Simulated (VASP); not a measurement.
Consider the following.

```yaml
crystal:
  lattice:
    - [0.00000, 2.22408, 2.22408]
    - [2.22408, 0.00000, 2.22408]
    - [2.22408, 2.22408, 0.00000]
  atoms:
    - { symbol: Nb, position: [0.00000, 0.00000, 0.00000] }
    - { symbol: C, position: [0.50000, 0.50000, 0.50000] }
```

Calculation: PBEsol GGA, VASP's PBE PAW potentials (set 64) (plane waves; VASP). Numerical set-up: 520 eV cut-off, Gaussian smearing of 0.050 eV, potentials Nb_sv C.

Task: What does the run give for the band gap (along the path) with the smallest direct gap where there is one?

Result: 
* **band gap (along the path)**: none (metal, semimetal or under 0.01 eV)

Only differences to runs with the same potentials and settings are physical.

The compound is NbC in the rock salt structure. It was relaxed first. The electron count is odd and the run is not spin-polarised, which forces a metal.
